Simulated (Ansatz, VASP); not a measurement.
## One calculation of RbAgS2, two programs

```
Rb Ag S
1.0
     5.27708    0.00000    0.00000
    -2.63854    4.57008    0.00000
     0.00000    0.00000    6.66801
Rb Ag S
1 1 2
Cartesian
  0.0000 0.0000 0.0000
  0.0000 0.0000 3.3340
  0.0000 3.0467 0.0000
  2.6385 1.5234 0.0000
```

Alike in both runs: functional PBE; k mesh 6 × 6 × 4; occupations gaussian, width 0.1 eV; no spin polarisation.

Ansatz relaxed the structure, and its values are those at the end. VASP's run is a single point on that final structure, the one shown.

|  | VASP | Ansatz |
| --- | --- | --- |
| version | VASP 6.6.1 | Ansatz 0.2.0 |
| potentials or method | VASP PAW PBE potentials, release 64 (Rb_sv, Ag, S) | scalar-relativistic, plane waves, PAW |
| plane-wave cutoff (eV) | 520 | 420 |
| valence electrons in the cell | 32 | 40 |

|  | VASP | Ansatz | Ansatz less VASP |
| --- | --- | --- | --- |
| gap on the k mesh at the Fermi level (eV) | none | none | - |
| pressure (GPa) | 0.0 | 0.0 | -0.02 |

A gap of «none» marks a metal or a gap that the smearing closes. The two sets of potentials don't hold the same shells in valence.
